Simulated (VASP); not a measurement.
Crystal: Ge.

```xyz
2
Lattice="0.0000 2.8289 2.8289 2.8289 0.0000 2.8289 2.8289 2.8289 0.0000" Properties=species:S:1:pos:R:3 pbc="T T T"
Ge    0.0000    0.0000    0.0000
Ge    1.4145    1.4145    1.4145
```

Base run:

* Program: VASP 6.6.1
* Functional: r2SCAN
* Potentials or basis: VASP PAW PBE potentials, release 64 (Ge_d)
* Cutoff: 520 eV
* k mesh: 9 × 9 × 9
* Occupations: fermi-dirac, width 0.05 eV
* Spin: no spin polarisation

Its results: band gap on the k mesh 0.40 eV, direct; pressure 0.7 GPa.

Problem. After a change of settings the same cell gave: band gap on the k mesh 0.93 eV, direct; pressure 1.0 GPa. Which change was it?
A. functional from r2SCAN to PBE; further incar settings from ALGO = Normal; EDIFF = 1e-06; NBANDS = 21 to ALGO = Fast; EDIFF = 1e-06; NBANDS = 21
B. functional from r2SCAN to PBEsol; further incar settings from ALGO = Normal; EDIFF = 1e-06; NBANDS = 21 to ALGO = Fast; EDIFF = 1e-06; NBANDS = 21
C. functional from r2SCAN to HSE06; k mesh from 9 × 9 × 9 to 5 × 5 × 5

Solution. C.

Caveats: the PAW data sets were made with another functional, which shifts forces and pressure a little; an odd mesh through Γ misses points on the zone boundary, where band edges often lie.
